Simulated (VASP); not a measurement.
```
BeTe
1.0
    0.00000     2.87130     2.87130
    2.87130     0.00000     2.87130
    2.87130     2.87130     0.00000
Be Te
1 1
Direct
  0.00000   0.00000   0.00000
  0.25000   0.25000   0.25000
```

All values below come from PBE GGA, VASP's PBE PAW potentials (set 64) (plane waves; VASP 6.6.1). Run with 400 eV cut-off, 3×3×3 Monkhorst-Pack mesh, Gaussian smearing of 0.050 eV, potentials Be Te.

Problem. Estimate the energy per atom (σ→0).

Solution. 
| Quantity | Value |
|---|---|
| energy per atom (σ→0) | -3656 meV/atom |

Total energies compare only between runs with the same potentials, cut-off and functional.

The compound is BeTe in the zinc blende structure. The cell was not relaxed at this level. The k-mesh is coarse (spacing up to 0.63 per Å, 2π included), so the numbers may not be converged in it. The run is one of a series of settings (KPOINTS 3×3×3 Monkhorst-Pack mesh against the base run), some of them coarse on purpose.
